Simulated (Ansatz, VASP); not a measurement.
**TiIn2: VASP beside Ansatz**

```
Ti In
1.0
     0.00000    3.33532    3.33532
     3.33532    0.00000    3.33532
     3.33532    3.33532    0.00000
Ti In
1 2
Direct
  0.50000 0.50000 0.50000
  0.25000 0.25000 0.25000
  0.75000 0.75000 0.75000
```

Alike in both runs: functional PBE; k mesh 4 × 4 × 4; occupations gaussian, width 0.1 eV; no spin polarisation.

Ansatz relaxed the structure, and its values are those at the end. VASP's run is a single point on that final structure, the one shown.

|  | VASP | Ansatz |
| --- | --- | --- |
| version | VASP 6.6.1 | Ansatz 0.2.0 |
| potentials or method | VASP PAW PBE potentials, release 64 (Ti_sv, In_d) | scalar-relativistic, plane waves, PAW |
| plane-wave cutoff (eV) | 520 | 420 |
| valence electrons in the cell | 38 | 38 |

```tsv
	VASP	Ansatz	Ansatz less VASP
gap on the k mesh at the Fermi level (eV)	none	none	-
pressure (GPa)	-0.1	0.0	+0.03
```

A gap of «none» marks a metal or a gap that the smearing closes.

Caveats: the k mesh is coarse (spacing up to 0.41 Å⁻¹), so the values aren't converged.
